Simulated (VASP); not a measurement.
```
CELL_PARAMETERS angstrom
      1.76460    -3.05638     0.00000
      1.76460     3.05638     0.00000
      0.00000     0.00000     5.63040
ATOMIC_POSITIONS crystal
  Tl 0.33333 0.66667 0.25000
  Tl 0.66667 0.33333 0.75000
```

The base run (VASP): PBE GGA, plane waves, VASP's PBE PAW potentials (set 64). Numerical set-up: 400 eV cut-off, 11×11×6 Γ-centred mesh, first-order Methfessel-Paxton smearing of 0.10 eV, potentials Tl_d.

One setting is varied; ΔE counts from the base run. The base run took about 50 core-seconds. Costs are core time on shared hosts, one run each; read them as rough ratios.

Pressures at a finite cut-off, here 400 eV, hold a Pulay part, which wasn't tested here.

```csv
setting,cost over the base run,electronic steps,ΔE (meV/atom),pressure (GPa)
SYMPREC = 1E-3,within a factor of 2,11,0.0,0.87
ISYM = 1,within a factor of 2,11,0.0,0.87
base run,reference,11,0.0,0.87
ISYM = 0,about 4 times,11,0.0,0.87
ISYM = -1,about 8 times,11,0.0,0.87
```

Left out are runs that failed, have no time on record or changed the cell.

The compound is Tl in the hcp structure. The cell was not relaxed at this level.
